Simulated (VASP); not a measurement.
Data:

```yaml
crystal:
  lattice:
    - [4.28252, 0.00000, 0.00000]
    - [-2.14126, 3.70877, 0.00000]
    - [0.00000, 0.00000, 4.63695]
  atoms:
    - { symbol: Ni, position: [0.00000, 0.00000, 0.00000], spin: 2.0 }
    - { symbol: Si, position: [0.33333, 0.66667, 0.50000] }
    - { symbol: Si, position: [0.66667, 0.33333, 0.50000] }
```

Computed with PBE GGA, VASP's PBE PAW potentials (set 64) (plane waves; VASP 6.6.1). Numerical set-up: 300 eV cut-off, 5×5×4 Γ-centred mesh, Gaussian smearing of 0.27 eV, potentials Ni Si.

At this cut-off the stress carries a Pulay error, which pulls relaxed volumes low.

Q: Give the stress tensor in GPa (positive for a compressed cell).

A: 
```
-14.12    0.00    0.00
  0.00  -14.12    0.00
  0.00    0.00  -12.87
```
The pressure is its mean diagonal, -13.70 GPa.

The structure was generated: Si2Ni was put into an ordered model structure, which need not be its known phase. The cell was not relaxed at this level. The k-mesh is coarse (spacing up to 0.34 per Å, 2π included), so the numbers may not be converged in it.
